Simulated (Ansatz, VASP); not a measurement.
# Cross-check of SmS between VASP and Ansatz, part 2 of 2

Wanted: the spread between two codes on one cell, functional and k mesh. The cell is taken from a series of VASP runs on this material, whose earlier steps may have relaxed, scaled or displaced it; both programs get it as it stands.

VASP 6.6.1 and Ansatz 0.2.0.

So far: The starting structure; VASP: band structure, LDA.

In doubt: a part-filled 4f shell, where there is one, can sit in one of many states, so energies may not be the lowest and differences between runs may mislead; derivatives with an open 4f shell can jump between states, which bears on forces and vibrations.

**3. Ansatz: band structure, LDA**

Level of this step: Ansatz beside VASP: Kohn-Sham DFT, plane waves, LDA (Ansatz).

Ansatz runs on its default PAW (the set named soft_2) files.

The same cell, functional (in two slightly different forms), mesh and smearing now go to Ansatz, which takes its cutoff from its data sets.

Contents of input.yaml:

```yaml
crystal:
  lattice:
    - [0.0, 2.94, 2.94]
    - [2.94, 0.0, 2.94]
    - [2.94, 2.94, 0.0]
  atoms:
    - { symbol: Sm, position: [0.5, 0.5, 0.5], spin: 5.0 }
    - { symbol: S, position: [0.0, 0.0, 0.0] }
hamiltonian:
  xc: lda
  pseudopotentials: { kind: paw }
magnetization:
  spin_polarized: true
kpoints:
  mp_grid: { grid: [12, 12, 12] }
  band_path:
    path:
      - [0.0, 0.0, 0.0]
      - [0.17391, 0.0, 0.17391]
      - [0.34783, 0.0, 0.34783]
      - [0.5, 0.0, 0.5]
      - [0.5, 0.08696, 0.58696]
      - [0.5, 0.18478, 0.68478]
      - [0.49457, 0.25543, 0.75]
      - [0.45109, 0.29891, 0.75]
      - [0.40761, 0.34239, 0.75]
      - [0.34239, 0.34239, 0.68478]
      - [0.21196, 0.21196, 0.42391]
      - [0.08152, 0.08152, 0.16304]
      - [0.04348, 0.04348, 0.04348]
      - [0.23913, 0.23913, 0.23913]
      - [0.41304, 0.41304, 0.41304]
      - [0.5163, 0.46739, 0.5163]
      - [0.55978, 0.38043, 0.55978]
      - [0.6087, 0.28261, 0.6087]
      - [0.60326, 0.25, 0.64674]
      - [0.55978, 0.25, 0.69022]
      - [0.5163, 0.25, 0.7337]
      - [0.5, 0.30435, 0.69565]
      - [0.5, 0.3913, 0.6087]
      - [0.5, 0.47826, 0.52174]
      - [0.47283, 0.47283, 0.55435]
      - [0.42391, 0.42391, 0.65217]
      - [0.38043, 0.38043, 0.73913]
      - [0.59239, 0.18478, 0.59239]
      - [0.54891, 0.09783, 0.54891]
      - [0.5, 0.0, 0.5]
    npoints: 1
scf:
  occupations: { method: gaussian, width: 0.02 }
  n_extra_bands: 11
output:
  forces: true
  stress: true
  eigenvalues: true
  write_density: true
  write_potential: true
  elf: true
  volumetric_format: npy
```

Started as:

```bash
$ ansatz run input.yaml --threads 2 --pin off --max-ram 4608MiB --backend cpu --events-out ev --progress --plain --runs-dir out
```

Numbers of over 12 decimals in the logs are rounded to 6 here.

Log:

```text
Warning: where this run starts from atoms, the 4f shell of Sm (site 0, from 0) starts with a moment of 5.22 μB, by Hund's first rule and in the place of the 5.00 μB that the deck gives it, the electrons of either spin spread evenly over its orbitals. The first iterations hold it so, then one of them chooses the order of the orbitals in the run's own bands; that SCF has its whole band count from the start. To start from spheres of the given moment, with no order chosen, type scf.initial_density.shell_occupations: []
scf.n_extra_bands = 11 over 11 filled bands (N_el = 22.0): the run solves 22 bands
Engine: ansatz 0.2.0, aarch64-unknown-linux-gnu
Pseudopotentials: kind: paw
Pseudopotential: Sm, paw, valence charge 16, recommended cutoff 420 eV (normal), Sm.paw.azcp
Pseudopotential: S, paw, valence charge 6, recommended cutoff 420 eV (normal), S.paw.azcp
Functional definition: SPW92
  exchange = slater_x
  correlation = pw_c
Crystal: 2 atoms, lattice volume = 50.824 Å³
Basis set: ecut = 420 eV, 965 PW (Γ)
Bands: 22, of which v1, the nominal top of the filled ones, is band 11 counted from 1 (10 counted from 0)
Symmetry: 48 space group operations
Space group: Fm-3m (ITA 225), of the structure as read, at distance tolerance 3.7e-5 Å
Magnetic group: BNS 225.116 (UNI 1618), of the structure as read, at distance tolerance 3.7e-5 Å
k-points: 72 of 1728
Non-local potential: Sm, projectors of the file, l = 0: 3, l = 1: 2, l = 2: 2, l = 3: 3
Non-local potential: S, projectors of the file, l = 0: 2, l = 1: 2, l = 2: 2
PAW form: soft (Blöchl's): semilocal exchange-correlation on the pseudo side does not see the compensation charge
PAW frozen core: Sm, regenerated for the run's functional, and the local potential with it (the file was generated under x = pbe(κ = 0.804, μ = 0.219515), c = pbe(β = 0.066725))
PAW frozen core: S, regenerated for the run's functional, and the local potential with it (the file was generated under x = pbe(κ = 0.804, μ = 0.219515), c = pbe(β = 0.066725))
PAW one-centre angular grid: Sm, 590 points (default); XC on 64 Gauss nodes
PAW one-centre angular grid: S, 110 points (default); XC on 64 Gauss nodes
Initial density: superposition of atomic densities (chi_scale 0.1, normalization cell, long waves kept (reshape's long-wave potential 0.00 eV rms))
Initial wavefunctions: pseudopotential atomic-orbital guess
Functional: x = slater, c = lda
SCF iter   1: F=—  HF=-8926.664089 eV  |F-HF|=—  |Δ(HF+E_count)|=         —  Δρ=4.91e-2 (↑4.91e-2 ↓1.35e-2)  dr2=2.17e0  dr2_m=2.58e-1  M=5.710 μB ∫|m|=5.799 μB  β_m=0.30  ethr=3.10e-3  ⟨swp⟩=5.9  Hψ=14735  notcnv=0  defer=20
preconditioner: auto → Kerker (q_TF=auto, 2.373 Å⁻¹)  [metal: Δε(μ)=0.010 eV  Ē_g=12.095 eV  σ=0.020 eV  W_gap=0.26  n_scr=14 (ndim 8)  ℏωp=23.3 eV  f_vac=0.000  D(μ)=2.13/eV (n_scr^D=14)]
spin=Collinear: Kerker preconditioning applied to the charge; magnetization (m = ρ↑ − ρ↓) channel mixes plain (no charge-response kernel on spin).
SCF iter   2: F=—  HF=-8924.190185 eV  |F-HF|=—  |Δ(HF+E_count)|=    2.47e0  Δρ=2.98e-2 (↑2.98e-2 ↓8.87e-3)  dr2=9.08e-1  dr2_m=9.41e-2  M=5.726 μB ∫|m|=5.814 μB  β_m=0.47  ethr=3.10e-3  ⟨swp⟩=3.2  Hψ=6662  notcnv=0  defer=535
SCF iter   3: F=—  HF=-8922.832717 eV  |F-HF|=—  |Δ(HF+E_count)|=    1.36e0  Δρ=1.27e-2 (↑1.27e-2 ↓4.48e-3)  dr2=2.09e-1  dr2_m=1.50e-2  M=5.801 μB ∫|m|=5.901 μB  β_m=0.67  ethr=3.10e-3  ⟨swp⟩=3.0  Hψ=6078  notcnv=0  defer=545
SCF iter   4: F=—  HF=-8922.307412 eV  |F-HF|=—  |Δ(HF+E_count)|=         —  Δρ=2.71e-3 (↑2.61e-3 ↓2.71e-3)  dr2=1.96e-2  dr2_m=1.45e-4  M=5.894 μB ∫|m|=6.018 μB  β_m=0.67  ethr=9.52e-4  ⟨swp⟩=3.1  Hψ=7269  notcnv=0  defer=548
Mixer restart at iter 4: flushing history
SCF iter   5: F=—  HF=-8922.298042 eV  |F-HF|=—  |Δ(HF+E_count)|=   9.37e-3  Δρ=1.51e-3 (↑1.51e-3 ↓1.41e-3)  dr2=6.86e-3  dr2_m=3.36e-5  M=5.898 μB ∫|m|=6.023 μB  β_m=0.83  ethr=8.91e-5  ⟨swp⟩=2.2  Hψ=4748  notcnv=0  defer=548
SCF iter   6: F=—  HF=-8922.292974 eV  |F-HF|=—  |Δ(HF+E_count)|=         —  Δρ=5.03e-3 (↑5.03e-3 ↓4.78e-4)  dr2=2.27e-3  dr2_m=2.92e-3  M=5.900 μB ∫|m|=6.024 μB  β_m=0.83  ethr=3.12e-5  ⟨swp⟩=2.8  Hψ=5917  notcnv=0  defer=551
Mixer restart at iter 6: flushing history
iteration 6: the lowest order of the open f orbitals that was found in this iteration's bands is taken; no other order was found there
SCF iter   7: F=—  HF=-8922.294310 eV  |F-HF|=—  |Δ(HF+E_count)|=         —  Δρ=1.27e-3 (↑1.27e-3 ↓2.89e-4)  dr2=1.08e-3  dr2_m=1.57e-4  M=5.908 μB ∫|m|=6.032 μB  β_m=0.83  ethr=1.03e-5  ⟨swp⟩=2.4  Hψ=4328  notcnv=0  defer=551
Mixer restart at iter 7: flushing history
[...]
SCF iter   9: F=—  HF=-8922.294828 eV  |F-HF|=—  |Δ(HF+E_count)|=   3.95e-4  Δρ=6.93e-4 (↑6.93e-4 ↓8.80e-5)  dr2=1.81e-4  dr2_m=5.28e-5  M=5.902 μB ∫|m|=6.025 μB  β_m=0.75  ethr=1.94e-6  ⟨swp⟩=2.5  Hψ=6608  notcnv=0  defer=549
SCF iter  10: F=—  HF=-8922.294574 eV  |F-HF|=—  |Δ(HF+E_count)|=   2.54e-4  Δρ=5.07e-4 (↑5.07e-4 ↓7.40e-5)  dr2=8.60e-5  dr2_m=2.88e-5  M=5.899 μB ∫|m|=6.021 μB  β_m=0.87  ethr=8.24e-7  ⟨swp⟩=2.1  Hψ=5726  notcnv=0  defer=549
SCF iter  11: F=—  HF=-8922.294675 eV  |F-HF|=—  |Δ(HF+E_count)|=   1.01e-4  Δρ=2.55e-4 (↑2.55e-4 ↓2.70e-5)  dr2=3.03e-5  dr2_m=7.29e-6  M=5.896 μB ∫|m|=6.018 μB  β_m=0.94  ethr=3.91e-7  ⟨swp⟩=2.0  Hψ=5284  notcnv=0  defer=549
SCF iter  12: F=—  HF=-8922.294697 eV  |F-HF|=—  |Δ(HF+E_count)|=   2.19e-5  Δρ=6.43e-5 (↑6.43e-5 ↓1.48e-5)  dr2=2.94e-6  dr2_m=4.50e-7  M=5.894 μB ∫|m|=6.016 μB  β_m=0.97  ethr=1.38e-7  ⟨swp⟩=2.0  Hψ=5360  notcnv=0  defer=549
SCF iter  13: F=—  HF=-8922.294698 eV  |F-HF|=—  |Δ(HF+E_count)|=   2.71e-7  Δρ=7.37e-6 (↑7.37e-6 ↓3.81e-6)  dr2=4.10e-8  dr2_m=4.96e-9  M=5.894 μB ∫|m|=6.016 μB  β_m=0.98  ethr=1.34e-8  ⟨swp⟩=2.1  Hψ=4623  notcnv=0  defer=549
SCF iter  14: F=—  HF=-8922.294698 eV  |F-HF|=—  |Δ(HF+E_count)|=   5.75e-9  Δρ=6.34e-6 (↑6.34e-6 ↓1.39e-6)  dr2=1.57e-8  dr2_m=4.47e-9  M=5.894 μB ∫|m|=6.016 μB  β_m=0.99  ethr=1.86e-10  ⟨swp⟩=2.1  Hψ=4815  notcnv=0  defer=550
SCF iter  15: F=—  HF=-8922.294698 eV  |F-HF|=—  |Δ(HF+E_count)|=   2.85e-8  Δρ=2.30e-6 (↑2.30e-6 ↓4.68e-7)  dr2=2.22e-9  dr2_m=5.95e-10  M=5.894 μB ∫|m|=6.016 μB  β_m=1.00  ethr=7.13e-11  ⟨swp⟩=2.4  Hψ=4720  notcnv=0  defer=550
iter 16 met the thresholds in force, and the SCF goes on: an eigenvalue changes by 0.56 meV, over its tolerance of 0.50 meV (output.eigenvalues, Limitations)
SCF iter  16: F=-8922.294698 eV  HF=-8922.294698 eV  |F-HF|=9.45e-9  |Δ(HF+E_count)|=   4.99e-9  Δρ=4.26e-6 (↑4.26e-6 ↓4.16e-7)  dr2=9.25e-9  dr2_m=2.10e-9  M=5.894 μB ∫|m|=6.016 μB  β_m=1.00  ethr=1.01e-11  ⟨swp⟩=11.7  Hψ=21384  notcnv=0
SCF iter  17: F=-8922.294698 eV  HF=-8922.294698 eV  |F-HF|=1.55e-10  |Δ(HF+E_count)|=  8.09e-10  Δρ=5.92e-7 (↑5.92e-7 ↓6.33e-8)  dr2=1.55e-10  dr2_m=4.22e-11  M=5.894 μB ∫|m|=6.016 μB  ethr=1.01e-11  ⟨swp⟩=4.9  Hψ=13220  notcnv=0
SCF 1 converged in 17 iterations: F = -8922.294698 eV  dr2 = 1.55e-10
  greatest PAW one-centre occupation: 0.990 electrons in one spin orbital (limit 2), on the Sm atom at site 0 (counted from 0), in its partial waves of l = 0
NSCF: frozen V_eff on 30 k-points
SCF converged after 17 iterations
an eigenvalue changed by more than its tolerance at an iteration that met the thresholds in force, so the SCF went on 1 time: the last check found none over its tolerance
Magnetization: 5.8938 μB (13.9469 up, 8.0531 down)
Absolute magnetization: 6.0160 μB (∫|ρ↑−ρ↓|, with the PAW one-centre terms)
Spin contamination: 0.0173 ħ² per cell (⟨S²⟩ above its minimum at these occupations)
Per-site moments (μB) at R_I (Å): [(5.645220, 1.21275), (-0.052453, 1.21275)]
Free energy (F): -8922.294698 eV
Harris-Foulkes:  -8922.294698 eV  (|F-HF|=1.55e-10)
Internal energy: -8922.288967 eV  (E = F + TS)
E sigma→0 (E₀):  -8922.291832 eV
Entropy (-TS):   -0.005731 eV (-2.865 meV/atom)
Fermi energy:    10.452530 eV
--- Per-component energies (eV) ---
  E_band       = -7.987362
  E_kinetic    = 441.056196
  E_local      = -1690.172564  (includes V_loc(G=0)·N_el)
  E_nonlocal   = 438.692030
  E_hartree    = 655.130574
  E_xc         = -271.127807
  E_vxc        = -280.031430  (∫ρ·V_xc dr)
  E_paw        = -6601.536826  (= ΣΔE_a)
  E_vpaw       = -227.793356  (= ΣTr[D̂ρ^β])
  E_aug_tail   = 0.000001  (compensation charges beyond the density's cutoff)
  E_ewald      = -1895.473871
  E_core_change = 1.143303  (= ΣΔE_core)
  E_smearing   = -0.005731  (= −TS)
  E_closure    = 0.000000  (closes the sum)
  Σ components = -8922.294698   (vs F -8922.294698, Δ=0.00e0)
--- Forces (eV/Å), atoms counted from 1 ---
  atom   1  Sm     0.00000000    -0.00000000     0.00000000
  atom   2  S     -0.00000000    -0.00000000     0.00000000
  max |Σ_I F_I| component: 8.34e-29 eV/Å
--- Stress (GPa, compression-positive) ---
       -7.197631       0.000000      -0.000000
       -0.000000      -7.197631      -0.000000
       -0.000000       0.000000      -7.197631
  P = ⅓ Tr σ = -7.1976 GPa (-71.976 kbar)
--- Band table (eV; the first three rows and the last of 144) ---
  k-point 0 ↑: bands = [... 7 lower, 7.7607, 10.2636, 10.3791, 10.3791, 10.3791, 10.8124, 10.8124, 10.8124, ... 7 higher]
  k-point 1 ↑: bands = [... 7 lower, 7.6523, 10.2527, 10.3574, 10.3574, 10.3794, 10.6614, 10.7058, 10.7058, ... 7 higher]
  k-point 2 ↑: bands = [... 7 lower, 7.3842, 10.2252, 10.3126, 10.3126, 10.3804, 10.5232, 10.5588, 10.5588, ... 7 higher]
  k-point 71 ↓: bands = [... 7 lower, 7.0454, 12.4128, 12.4128, 13.9522, 13.9771, 13.9771, 13.9904, 14.0907, ... 7 higher]
```

It took 20 s on 2 threads of Arm Neoverse V2, shared host; peak memory 0.42 GiB; 36 s of CPU time.

**4. Side by side**

Known differences besides the potentials themselves: the two LDA forms differ slightly; the cutoff is 420 eV in Ansatz and 450 eV in VASP; Ansatz makes its cores anew for this functional, VASP keeps those of its PBE data sets; VASP's log shows a relativistic correction to its local exchange, Ansatz's none; site moments are counted in spheres of each program's own size. Total energies have different zeros and are not compared.

Compared:

```
          quantity  Ansatz   VASP  difference
    pressure (GPa)   -7.20  -7.61       +0.41
 total moment (μB)    5.89   5.89       +0.01
moment on Sm1 (μB)    5.64   5.53       +0.11
 moment on S2 (μB)   -0.05  -0.07       +0.02
```

**5. Summary of results**

* difference in total moment (band structure, LDA): 0.0083 μB

In words: The difference in total moment is 0.0083 μB (band structure, LDA). 1 further run of this series is not shown here. How closely two codes agree says nothing of how well the functional describes the real material.

[Lines on the potential files, build, host, timing and source positions are cut from VASP's logs without a mark.]

[Logs are printed without paths, hosts, clocks, repeated set-up lines and the standing remarks that a program may print on its own settings, such as how far it seeks lower states.]

[Hosts, paths, dates, database ids (printed as entryN), source tags and the programs' standing remarks are cut or masked in the printed files.]
